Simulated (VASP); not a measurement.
# Bulk modulus of hcp metals: PBEsol against PBE

VASP (plane waves, PAW); cells keep the symmetry of their structure type. Static lattice, from a third-order Birch-Murnaghan fit over five volumes at each level.

Here x stands for PBE B0 and y for PBEsol B0.

```csv
solid,PBE B0 (GPa),PBEsol B0 (GPa),cut-off (eV)
Lu,47.9,51.1,520
Zn,71.7,90.6,520
Hf,109.2,114.4,520
Ti,112.0,119.2,520
Be,123.1,124.0,520
Tc,300.7,326.2,520
Ru,312.5,?,520
Os,404.6,441.9,520
```

Q: Using a straight line, estimate the missing y at x = 312.5 from the other rows, showing the fit.

A: With u = x - 167, the rows have u = -119.10, -95.30, -57.80, -55.00, -43.90, 133.70, 237.60. Means: u 0.028571, y 181.06. About the means, the sum of products is 115240 and the sum of squares of u is 105890; the slope is their ratio. Least squares gives y = 181.03 + 1.08831·u. Residuals (row less fit): -0.31, 13.29, -3.73, -1.97, -9.25, -0.34, 2.29; standard error 7.55 (degrees of freedom: 5). The slope is 1.09 with a standard error of 0.023. At the withheld row, u = 145.50, so y = 181.03 + 1.08831 × 145.50 = 339.38 GPa. The calculation gives 348.4 GPa, 9.02 GPa above the prediction (2.3 % of the range of y in the table). The row lies between fitted rows. From the scatter of the fitted rows alone, a prediction at this place has a standard error of 8.75 GPa, so the miss is 1.0 times that.

The filled 4f shell of Lu is frozen in the core. The rows are a random draw from the solids of this series computed here; series whose standard error about the line passes 12 to 30 % of the range of y, or with no trend, aren't shown in this form.
